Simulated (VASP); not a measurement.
Given:

```xyz
6
Lattice="4.6451 0.0000 0.0000 0.0000 4.6451 0.0000 0.0000 0.0000 2.9692" Properties=species:S:1:pos:R:3 pbc="T T T"
Ti     4.6451     0.0000     2.9692
Ti     2.3226     2.3226     1.4846
O      1.4165     1.4165     0.0000
O      3.7391     0.9060     1.4846
O      0.9060     3.7391     1.4846
O      3.2286     3.2286     2.9692
```

Level of theory: PBE GGA, VASP's PBE PAW potentials (set 64) (plane waves; VASP). Numerical set-up: 520 eV cut-off, 4×4×6 Γ-centred mesh, Gaussian smearing of 0.050 eV, potentials Ti_sv O.

Question: Predict the energy per atom (σ→0), band gap (on the k-mesh) with the smallest direct gap where there is one.

Answer: 
The band gap (on the k-mesh) comes out as 1.82 eV. The smallest direct gap (on the k-mesh) is 1.82 eV and the energy per atom (σ→0) is -8.946 eV/atom.

Total energies compare only between runs with the same potentials, cut-off and functional.

The compound is TiO2 in the rutile structure. It was relaxed first.
